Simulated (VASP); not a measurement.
Input:

```xyz
4
Lattice="1.6228 -2.8107 0.0000 1.6228 2.8107 0.0000 0.0000 0.0000 5.2781" Properties=species:S:1:pos:R:3 pbc="T T T"
Ga     1.6228    -0.9369     2.6392
Ga     1.6228     0.9369     0.0001
N      1.6228    -0.9369     4.6288
N      1.6228     0.9369     1.9897
```

All values below come from PBE GGA, VASP's PBE PAW potentials (set 64) (plane waves; VASP). Run with 480 eV cut-off, 7×7×4 Γ-centred mesh, Gaussian smearing of 0.050 eV, potentials Ga N.

Task: Predict the energy per atom (σ→0).

Result: 
```yaml
energy per atom (σ→0): -6.086 eV/atom
```

Total energies compare only between runs with the same potentials, cut-off and functional.

The compound is GaN in the wurtzite structure. It was relaxed first, which changed the volume by +5 %. The start is the result of an earlier pass.
